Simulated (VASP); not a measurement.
An input for Ansatz (written as the equivalent of a VASP run, and not itself run):

Ansatz 0.2 input:
```yaml
crystal:
  lattice:
    - [4.0569639, 0.0000000, 0.0000000]
    - [0.0000000, 4.0569639, 0.0000000]
    - [0.0000000, 0.0000000, 4.0569639]
  atoms:
    - { symbol: Sc, position: [0.0000000, 0.0000000, 0.0000000] }
    - { symbol: Al, position: [0.0000000, 0.5000000, 0.5000000] }
    - { symbol: Al, position: [0.5000000, 0.0000000, 0.5000000] }
    - { symbol: Al, position: [0.5000000, 0.5000000, 0.0000000] }
kpoints:
  mp_grid: { grid: [7, 7, 7] }
hamiltonian:
  xc: pbe
  dispersion: d4
  pseudopotentials: { kind: paw }
scf:
  occupations: { method: methfessel_paxton, width: 0.1 }
  max_iter: 100
relax:
  max_steps: 60
  f_tol: 0.02
  cell: {}
output: { forces: true, stress: true, eigenvalues: true }
```

Problem. Write the VASP files for the same calculation (PBE-D4).

Solution. This is not unique; one that fits is 
**INCAR**
```
LCHARG  =  .False.
SIGMA  =  0.1
NSW  =  60
IBRION  =  2   ! conjugate gradients
ISMEAR  =  1
PREC  =  Accurate
LWAVE  =  .False.
LREAL  =  .False.   ! projection in real space or not
EDIFFG  =  -0.02   ! ionic stop
NELM  =  100   ! most electronic steps
ISIF  =  3   ! ions, shape and volume
LMAXMIX  =  4   ! l cut-off of mixed one-centre charges
GGA  =  PE   ! PBE
EDIFF  =  1E-6   ! SCF stop (eV)
IVDW  =  13   ! D4
LASPH  =  .True.
ENCUT  =  520
SYSTEM  =  Al3Sc
ALGO  =  Normal
```

### KPOINTS
```
Automatic mesh
0
Gamma
7 7 7
0 0 0
```

**POSCAR**
```
Al3Sc
1
    4.0569639315     0.0000000000     0.0000000000
   -0.0000000000     4.0569639315     0.0000000000
   -0.0000000000    -0.0000000000     4.0569639315
Sc Al
1 3
Direct
  0.0000000000   0.0000000000   0.0000000000
  0.0000000000   0.5000000000   0.5000000000
  0.5000000000   0.0000000000   0.5000000000
  0.5000000000   0.5000000000   0.0000000000
```

POTCAR, in this order: Sc_sv Al (PBE.64 set). Program: vasp_std.

What does not carry over: each code has its own PAW files, so the cut-off isn't converted (ENCUT is set for VASP's; basis.ecutwfc is left out, and Ansatz then takes the one that its files recommend); Ansatz stops its SCF on the density residual and VASP on the energy change (EDIFF).

The compound is Al3Sc in the L1_2 structure. It was relaxed first. The start is the result of an earlier pass.
